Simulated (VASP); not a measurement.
Data:

```
CELL_PARAMETERS angstrom
      0.00000     2.19068     2.19068
      2.19068     0.00000     2.19068
      2.19068     2.19068     0.00000
ATOMIC_POSITIONS crystal
  Nb 0.50000 0.50000 0.50000
  N  0.00000 0.00000 0.00000
```

Level of theory: PBE GGA with D3 dispersion (Becke-Johnson damping), VASP's PBE PAW potentials (set 64) (plane waves; VASP 6.6.1). Settings: 520 eV cut-off, Gaussian smearing of 0.050 eV, potentials Nb_sv N.

Give the energies of bands 6 to 12 at the high-symmetry points, in eV from the Fermi level.

```csv
band,Γ,X,U,L,W
6,-3.35,-5.75,-6.85,-9.19,-6.72
7,-3.35,-5.09,-5.99,-7.12,-6.04
8,-3.35,-4.01,-5.67,-7.12,-6.04
9,-2.02,-4.01,-1.92,1.52,-0.10
10,-2.02,1.63,2.04,1.52,-0.10
11,-2.02,2.85,2.20,2.02,2.86
12,-0.13,2.85,4.16,4.56,3.53
```

It has no gap at this level: it comes out as a metal or semimetal.

The structure comes from a measured NbN entry (Fm-3m) of the Crystallography Open Database, whose conditions weren't checked. It was relaxed first.
